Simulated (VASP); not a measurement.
Consider the following.

```
TiO2
1.0
   -1.89782     1.89782     4.78028
    1.89782    -1.89782     4.78028
    1.89782     1.89782    -4.78028
Ti O
2 4
Cartesian
  0.00000   1.89782   2.39014
  0.00000   0.00000   0.00000
  0.00000   1.89782   0.39850
  0.00000   0.00000   7.56891
  0.00000   0.00000   1.99164
  0.00000   1.89782   4.38178
```

These are PBE GGA with D3 dispersion (Becke-Johnson damping), VASP's PBE PAW potentials (set 64) (plane waves; VASP 6.6.1) values and carry that method's errors. Settings: 520 eV cut-off, 9×9×9 Γ-centred mesh, tetrahedra with Blöchl corrections, potentials Ti_sv O.

The cores are frozen, which limits the accuracy of field gradients.

**Question.** Give the principal components of the electric field gradient (V/Å²) and the asymmetry η at each nucleus.

**Answer.** 
```
atom    Vxx   Vyy   Vzz     η
----  -----  ----  ----  ----
Ti1    -5.2  -5.2  10.4  0.00
Ti2    -5.2  -5.2  10.4  0.00
O3    -12.4  -5.1  17.5  0.42
O4    -12.4  -5.1  17.5  0.42
O5    -12.4  -5.1  17.5  0.42
O6    -12.4  -5.1  17.5  0.42
```

The compound is TiO2 in the anatase structure, one of several forms; rutile is the usual stable one. It was relaxed first.
